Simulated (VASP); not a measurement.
Energy against volume of CoSi2 (fluorite). All values below come from rev-vdW-DF2, VASP's PBE PAW potentials (set 64) (plane waves; VASP 6.6.1). Run with 520 eV cut-off, 10×10×10 Γ-centred mesh, first-order Methfessel-Paxton smearing of 0.10 eV, potentials Co Si.

```json
[
 {"V (Å³/atom)": "12.362", "E (eV/atom)": "-5.03189"},
 {"V (Å³/atom)": "12.745", "E (eV/atom)": "-5.03832"},
 {"V (Å³/atom)": "13.127", "E (eV/atom)": "-5.03179"},
 {"V (Å³/atom)": "13.509", "E (eV/atom)": "-5.01432"}
]
```

Q: Fit these four points and predict the energy of the run at 11.980 Å³/atom.

A: A cubic in V^(−2/3), the third-order Birch-Murnaghan form, passes through the four points with V0 = 12.73 Å³/atom and B0 = 181 GPa, and gives -5.0102 eV/atom there. The run gave -5.0101 eV/atom, +0.1 meV/atom from the fit; all five points give B0 = 181 GPa.

The compound is CoSi2 in the fluorite structure. It was relaxed first. The run is not spin-polarised, so no magnetic state was tried.
